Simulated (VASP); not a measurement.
All values below come from vdW-DF-cx, VASP's PBE PAW potentials (set 64) (plane waves; VASP).

The input files of a VASP run:

POSCAR:
```
FeAl
1
    2.8199387795     0.0000000000     0.0000000000
    0.0000000000     2.8199387795     0.0000000000
    0.0000000000     0.0000000000     2.8199387795
Al Fe
1 1
Direct
  0.5000000000   0.5000000000   0.5000000000
  0.0000000000   0.0000000000   0.0000000000
```

**KPOINTS**
```
Automatic mesh
0
gamma
13 13 13
```

INCAR:
```
# general
SYSTEM   = FeAl
PREC     = Accurate
ENCUT    = 520   # plane-wave cut-off (eV)
LREAL    = F
LASPH    = T   # aspherical one-centre terms

# electronic loop
EDIFF    = 1E-7
NELM     = 100
ALGO     = Normal
LMAXMIX  = 4

# smearing
ISMEAR   = 1
SIGMA    = 0.1

# functional
GGA      = CX
LUSE_VDW = T
AGGAC    = 0.0

# ions
ISIF     = 2   # forces and stress, cell fixed

# output
LWAVE    = F
LCHARG   = F
```

POTCAR, in this order: Al Fe (PBE.64 set). Program: vasp_std.

The resulting files:

**OSZICAR**
```
       N       E                     dE             d eps       ncg     rms          rms(c)
DAV:   1     0.357644160608E+02    0.35764E+02   -0.51050E+03  1512   0.126E+03
DAV:   2    -0.101135845164E+02   -0.45878E+02   -0.44469E+02  1513   0.184E+02
DAV:   3    -0.113285339823E+02   -0.12149E+01   -0.11950E+01  1796   0.405E+01
DAV:   4    -0.113503261232E+02   -0.21792E-01   -0.21771E-01  1992   0.477E+00
DAV:   5    -0.113507065027E+02   -0.38038E-03   -0.38037E-03  1870   0.542E-01    0.144E+01
DAV:   6    -0.128935642156E+02   -0.15429E+01   -0.68179E+01  1708   0.133E+02    0.164E+01
DAV:   7    -0.947095348514E+01    0.34226E+01   -0.32258E+01  1664   0.818E+01    0.256E+00
DAV:   8    -0.943438817515E+01    0.36565E-01   -0.21273E-01  1724   0.607E+00    0.140E+00
DAV:   9    -0.942086025721E+01    0.13528E-01   -0.37766E-02  1846   0.298E+00    0.301E-01
DAV:  10    -0.942054721879E+01    0.31304E-03   -0.10640E-03  1995   0.482E-01    0.149E-01
DAV:  11    -0.942053742234E+01    0.97964E-05   -0.25350E-05  1653   0.453E-02    0.959E-03
DAV:  12    -0.942053663878E+01    0.78357E-06   -0.58397E-06  1966   0.370E-02    0.635E-03
DAV:  13    -0.942053665938E+01   -0.20603E-07   -0.14627E-07   837   0.552E-03
   1 F= -.94205367E+01 E0= -.94203195E+01  d E =-.651603E-03
```

File OUTCAR:
```
------------------------ aborting loop because EDIFF is reached ----------------------------------------
  FORCE on cell =-STRESS in cart. coord.  units (eV):
  Direction    XX          YY          ZZ          XY          YZ          ZX
  --------------------------------------------------------------------------------------
  Total        0.8587384      0.8587384      0.8587384     -0.0000000     -0.0000000      0.0000000
  in kB       61.3553478     61.3553478     61.3553478     -0.0000000     -0.0000000      0.0000000
  external PRESSURE =      61.3553478 kB  Pullay stress =       0.0000000 kB
  volume of cell :       22.42
      direct lattice vectors                 reciprocal lattice vectors
     2.819938780  0.000000000  0.000000000     0.354617628  0.000000000  0.000000000
     0.000000000  2.819938780  0.000000000     0.000000000  0.354617628  0.000000000
     0.000000000  0.000000000  2.819938780     0.000000000  0.000000000  0.354617628
 POSITION                                       TOTAL-FORCE (eV/Angst)
 -----------------------------------------------------------------------------------
      1.40997      1.40997      1.40997         0.000000      0.000000      0.000000
      0.00000      0.00000      0.00000         0.000000      0.000000      0.000000
 -----------------------------------------------------------------------------------
    total drift:                               -0.000000      0.000000      0.000000
  FREE ENERGIE OF THE ION-ELECTRON SYSTEM (eV)
  ---------------------------------------------------
  free  energy   TOTEN  =        -9.4205366594 eV

  energy  without entropy=       -9.4198850566  energy(sigma->0) =       -9.42031946
```
(Selected blocks of OUTCAR.)

The compound is FeAl in the CsCl type structure. This cell is one point of a volume scan, at 0.97 of the reference volume. The run is not spin-polarised, so no magnetic state was tried. The electron count is odd and the run is not spin-polarised, which forces a metal.
